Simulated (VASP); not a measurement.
# TcSe2 (R-3m) in VASP: a series of runs, part 2 of 2

VASP 6.6.1.

**3. Single point, r2SCAN+U, collinear spin, ferromagnetic start**

Contents of INCAR:

```
PREC     = Accurate       # precision mode
ENCUT    = 520            # plane-wave cutoff, eV
EDIFF    = 1E-6           # SCF threshold, eV
ISMEAR   = 0              # smearing method
SIGMA    = 0.05           # smearing width, eV
LREAL    = F              # projectors in reciprocal space
LASPH    = T              # aspherical terms in the spheres
NELM     = 80             # most SCF steps
ALGO     = Normal         # electronic algorithm
ISIF     = 2              # what is computed and relaxed
LWAVE    = F              # write WAVECAR
LCHARG   = F              # write CHGCAR
ISPIN    = 2              # spin polarisation
MAGMOM   = 0.5 0 0        # initial moments
LORBIT   = 11             # projections on sites
LMAXMIX  = 4              # l up to which the mixer works
LDAU     = T              # DFT+U
LDAUTYPE = 2            
LDAUL    = 2 -1           # shell
LDAUU    = 2 0            # U, eV
LDAUJ    = 0 0          
LDAUPRINT= 1            
METAGGA  = R2SCAN         # meta-GGA
LMIXTAU  = T
```

Contents of KPOINTS:

```
regular mesh
0
Gamma
  6 6 6
```

Contents of POSCAR:

```
TcSe2
1.0
    1.9284189500      1.1133732000      5.8303367600
   -1.9284189500      1.1133732000      5.8303367600
    0.0000000000     -2.2267463900      5.8303367600
Tc Se
1 2
Direct
    0.0000000000      0.0000000000      0.0000000000
    0.2520000000      0.2520000000      0.2520000000
    0.7480000000      0.7480000000      0.7480000000
```

Potentials or basis: VASP PAW PBE potentials, release 64 (Tc_pv, Se).

On the command line:

```bash
cat potpaw_PBE.64/Tc_pv/POTCAR potpaw_PBE.64/Se/POTCAR > POTCAR
mpirun -np 1 vasp_std > vasp.out
```

OUTCAR:

```text
PREC = Accurate
   ENCUT = 520
   EDIFF = 1E-6
   ISMEAR = 0
   LREAL = F
   LASPH = T
   NELM = 80
   ISIF = 2
   ISPIN = 2
   LORBIT = 11
   METAGGA = R2SCAN

 ion  position               nearest neighbor table
   1  0.000  0.000  0.000-   3 2.64   2 2.64   3 2.64   3 2.64   2 2.64   2 2.64
   2  0.252  0.252  0.252-   1 2.64   1 2.64   1 2.64
   3  0.748  0.748  0.748-   1 2.64   1 2.64   1 2.64

  LATTYP: Found a trigonal (rhomboedric) cell.
 ALAT       =     6.2410917526
 COS(alpha) =     0.8090535272

  Lattice vectors:

 A1 = (   1.9284189500,   1.1133732000,   5.8303367600)
 A2 = (  -1.9284189500,   1.1133732000,   5.8303367600)
 A3 = (   0.0000000000,  -2.2267463900,   5.8303367600)

Analysis of symmetry for initial positions (statically):
=====================================================================
 Subroutine PRICEL returns:
 Original cell was already a primitive cell.

 Routine SETGRP: Setting up the symmetry group for a
 trigonal (rhombohedral) supercell.

 Subroutine GETGRP returns: Found 12 space group operations
 (whereof 12 operations were pure point group operations)
 out of a pool of 12 trial point group operations.

The static configuration has the point symmetry D_3d.

Analysis of symmetry for dynamics (positions and initial velocities):
=====================================================================
 Subroutine PRICEL returns:
 Original cell was already a primitive cell.

 Routine SETGRP: Setting up the symmetry group for a
 trigonal (rhombohedral) supercell.

 Subroutine GETGRP returns: Found 12 space group operations
 (whereof 12 operations were pure point group operations)
 out of a pool of 12 trial point group operations.

The dynamic configuration has the point symmetry D_3d.

Analysis of structural, dynamic, and magnetic symmetry:
=====================================================================
 Subroutine PRICEL returns:
 Original cell was already a primitive cell.

 Routine SETGRP: Setting up the symmetry group for a
 trigonal (rhombohedral) supercell.

 Subroutine GETGRP returns: Found 12 space group operations
 (whereof 12 operations were pure point group operations)
 out of a pool of 12 trial point group operations.

The overall configuration has the point symmetry D_3d.

 Subroutine INISYM returns: Found 12 space group operations
 (whereof 12 operations are pure point group operations),
 and found     1 'primitive' translations

----------------------------------------------------------------------------------------

                                     Primitive cell

  volume of cell :      75.1081

  direct lattice vectors                    reciprocal lattice vectors
     1.928418950  1.113373200  5.830336760     0.259279759  0.149695239  0.057172226
    -1.928418950  1.113373200  5.830336760    -0.259279759  0.149695239  0.057172226
[... 122 lines left out ...]
 spin polarized calculation
 Gauss-broadening in eV      SIGMA  =   0.05
  energy-cutoff  :      520.00
  volume of cell :       75.11
 maximum number of plane-waves:      2040
 NGX is ok and might be reduce to    48
   NGX = 23   NGY = 23   NGZ = 23

atom =   1  type =  1  l = 2

 onsite density matrix

spin component  1

  0.7783  0.0000 -0.0000 -0.1534  0.0000
  0.0000  0.6841  0.0000  0.0000 -0.1534
 -0.0000  0.0000  0.8927 -0.0000 -0.0000
 -0.1534  0.0000 -0.0000  0.6841  0.0000
  0.0000 -0.1534 -0.0000  0.0000  0.7783

spin component  2

  0.1815  0.0000 -0.0000  0.1411  0.0000
  0.0000  0.2557 -0.0000 -0.0000  0.1411
 -0.0000 -0.0000  0.0670 -0.0000 -0.0000
  0.1411 -0.0000 -0.0000  0.2557  0.0000
  0.0000  0.1411 -0.0000  0.0000  0.1815

 occupancies and eigenvectors

  o =  0.0670  v =  0.0000  0.0000  0.0000  0.0000  0.0000  0.0000  0.0000 -1.0000  0.0000 -0.0000      0.0000  0.0000  0.0000  0.0000  0.0000  0.0000  0.0000  0.0000  0.0000  0.0000
  o =  0.0727  v =  0.0000  0.0000  0.0000  0.0000  0.0000  0.0000  0.6106  0.0000  0.0000 -0.7919      0.0000  0.0000  0.0000  0.0000  0.0000  0.0000  0.0000  0.0000  0.0000  0.0000
  o =  0.0727  v =  0.0000  0.0000  0.0000  0.0000  0.0000 -0.7919  0.0000 -0.0000  0.6106  0.0000      0.0000  0.0000  0.0000  0.0000  0.0000  0.0000  0.0000  0.0000  0.0000  0.0000
  o =  0.3645  v =  0.0000  0.0000  0.0000  0.0000  0.0000  0.0000 -0.7919  0.0000  0.0000 -0.6106      0.0000  0.0000  0.0000  0.0000  0.0000  0.0000  0.0000  0.0000  0.0000  0.0000
  o =  0.3645  v =  0.0000  0.0000  0.0000  0.0000  0.0000 -0.6106  0.0000  0.0000 -0.7919 -0.0000      0.0000  0.0000  0.0000  0.0000  0.0000  0.0000  0.0000  0.0000  0.0000  0.0000
  o =  0.5708  v =  0.0000  0.8042  0.0000  0.0000  0.5943  0.0000  0.0000  0.0000  0.0000  0.0000      0.0000  0.0000  0.0000  0.0000  0.0000  0.0000  0.0000  0.0000  0.0000  0.0000
  o =  0.5708  v = -0.5943  0.0000 -0.0000 -0.8042  0.0000  0.0000  0.0000  0.0000  0.0000  0.0000      0.0000  0.0000  0.0000  0.0000  0.0000  0.0000  0.0000  0.0000  0.0000  0.0000
  o =  0.8916  v =  0.0000 -0.5943  0.0000  0.0000  0.8042  0.0000  0.0000  0.0000  0.0000  0.0000      0.0000  0.0000  0.0000  0.0000  0.0000  0.0000  0.0000  0.0000  0.0000  0.0000
  o =  0.8916  v = -0.8042  0.0000  0.0000  0.5943 -0.0000  0.0000  0.0000  0.0000  0.0000  0.0000      0.0000  0.0000  0.0000  0.0000  0.0000  0.0000  0.0000  0.0000  0.0000  0.0000
  o =  0.8927  v =  0.0000 -0.0000 -1.0000 -0.0000  0.0000  0.0000  0.0000  0.0000  0.0000  0.0000      0.0000  0.0000  0.0000  0.0000  0.0000  0.0000  0.0000  0.0000  0.0000  0.0000

 number of electron      24.9999999 magnetization       2.9999885

 Free energy of the ion-electron system (eV)
  ---------------------------------------------------
  ext. energy  EPLUGINS =         0.00000000
  ---------------------------------------------------
  free energy    TOTEN  =       -53.80435877 eV

  energy without entropy =      -53.80435001  energy(sigma->0) =      -53.80435439

 E-fermi :   4.1933     XC(G=0): -10.0542

 val. band max:        4.1101393722   @ k =   0.0000   0.0000   0.0000
 cond. band min:       4.2899853676   @ k =   0.5000   0.5000  -0.0000
 fundamental gap:      0.1798459954
 Fermi energy:         4.1932782235

 spin component 1

 k-point     1 :       0.0000    0.0000    0.0000
  band No.  band energies     occupation
      1     -38.6272      1.00000
      2     -38.5812      1.00000
      3     -38.5812      1.00000
      4     -10.3050      1.00000
      5      -8.7341      1.00000
      6      -2.0561      1.00000
[... 895 lines left out ...]
      5      -9.0988      1.00000
      6      -0.9526      1.00000
[... 8 lines left out ...]
     15       6.7252      0.00000
     16       6.9522      0.00000

 [... further k-points ...]

------------------------ aborting loop because EDIFF is reached ----------------------------------------

  FORCE on cell =-STRESS in cart. coord.  units (eV):
  Direction    XX          YY          ZZ          XY          YZ          ZX
  --------------------------------------------------------------------------------------
  -------------------------------------------------------------------------------------
  Total       -2.7031228     -2.7031228     -0.3283084      0.0000000     -0.0000000      0.0000000
  in kB      -57.6619492    -57.6619489     -7.0033447      0.0000000     -0.0000000      0.0000000
  external PRESSURE =     -40.7757476 kB  Pullay stress =       0.0000000 kB

 VOLUME and BASIS-vectors are now :
 -----------------------------------------------------------------------------
  energy-cutoff  :      520.00
  volume of cell :       75.11
      direct lattice vectors                 reciprocal lattice vectors
     1.928418950  1.113373200  5.830336760     0.259279759  0.149695239  0.057172226
    -1.928418950  1.113373200  5.830336760    -0.259279759  0.149695239  0.057172226
     0.000000000 -2.226746390  5.830336760     0.000000000 -0.299390478  0.057172227

 POSITION                                       TOTAL-FORCE (eV/Angst)
 -----------------------------------------------------------------------------------
      0.00000      0.00000      0.00000         0.000000     -0.000000      0.000000
      0.00000      0.00000      4.40773         0.000000      0.000000      0.443963
      0.00000      0.00000     13.08328         0.000000     -0.000000     -0.443963
 -----------------------------------------------------------------------------------
    total drift:                                0.000000     -0.000000     -0.000000

  FREE ENERGIE OF THE ION-ELECTRON SYSTEM (eV)
  ---------------------------------------------------
  free  energy   TOTEN  =       -53.8043587691 eV

  energy  without entropy=      -53.8043500066  energy(sigma->0) =      -53.80435439

 total charge

# of ion       s       p       d       tot
------------------------------------------
    1        0.328   6.350   4.723  11.402
    2        1.469   2.355   0.032   3.856
    3        1.469   2.355   0.032   3.856
--------------------------------------------------
tot          3.265  11.060   4.788  19.114

 magnetization (x)

# of ion       s       p       d       tot
------------------------------------------
    1        0.055   0.058   2.864   2.978
    2        0.005  -0.065   0.006  -0.053
    3        0.005  -0.065   0.006  -0.053
--------------------------------------------------
tot          0.066  -0.072   2.877   2.871
```

Wall time 6.9 min (1 thread of Intel Xeon Platinum 8559C (Emerald Rapids), shared host); peak memory 0.49 GiB.

What came out:

* Free energy: -53.8044 eV
* Pressure: -4.1 GPa
* Largest force: 0.444 eV/Å
* Band gap on the k mesh: 0.18 eV, indirect (least direct gap 0.50 eV)
* Net moment: 3.00 μB per cell
* Site moments: Tc +2.98; Se -0.05 μB
* Valence electrons inside the program's atomic spheres: Tc 11.40; Se 3.86

Forces in eV/Å, atoms in the order of the input:
```
Tc   0.000  0.000  0.000
Se   0.000  0.000  0.444
Se   0.000  0.000 -0.444
```

Eigenvalues of the final occupation matrices:
```csv
site,spin,trace,eigenvalues
site 1 d,1,3.82,0.57 0.57 0.89 0.89 0.89
site 1 d,2,0.94,0.07 0.07 0.07 0.36 0.36
```

Caveat: the PAW data sets were made with another functional, which shifts forces and pressure a little. The state reached can hang on the start; a lower one may exist.
